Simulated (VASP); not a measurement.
Input:

```xyz
4
Lattice="3.4507 0.0000 0.0000 0.0000 3.4507 0.0000 0.0000 0.0000 3.4507" Properties=species:S:1:pos:R:3 pbc="T T T"
Si     0.0000     0.0000     0.0000
Ni     0.0000     1.7253     1.7253
Ni     1.7253     0.0000     1.7253
Ni     1.7253     1.7253     0.0000
```

All values below come from SCAN meta-GGA, VASP's PBE PAW potentials (set 64) (plane waves; VASP). Numerical set-up: 520 eV cut-off, 10×10×10 Γ-centred mesh, tetrahedra with Blöchl corrections, potentials Si Ni.

Task: Give the energies of bands 7 to 20 at the high-symmetry points, in eV from the Fermi level.

Result: 
```csv
band,Γ,X,M,R
7,-3.93,-3.27,-3.01,-4.11
8,-1.74,-2.42,-3.01,-2.44
9,-1.74,-2.42,-2.31,-2.44
10,-1.74,-2.33,-2.31,-2.44
11,-0.96,-2.18,-1.72,-1.69
12,-0.96,-1.51,-1.68,-1.69
13,-0.96,-1.44,-1.65,-1.69
14,-0.78,-1.44,-1.65,-1.42
15,-0.78,-1.31,-1.27,-1.42
16,-0.36,-0.70,-1.18,-0.66
17,0.07,0.07,-1.01,-0.22
18,0.07,4.00,0.72,-0.22
19,0.07,4.00,0.72,-0.22
20,5.48,5.52,6.21,1.53
```

It has no gap at this level: it comes out as a metal or semimetal.

The compound is Ni3Si in the L1_2 structure. It was relaxed first. The run is not spin-polarised, so no magnetic state was tried.
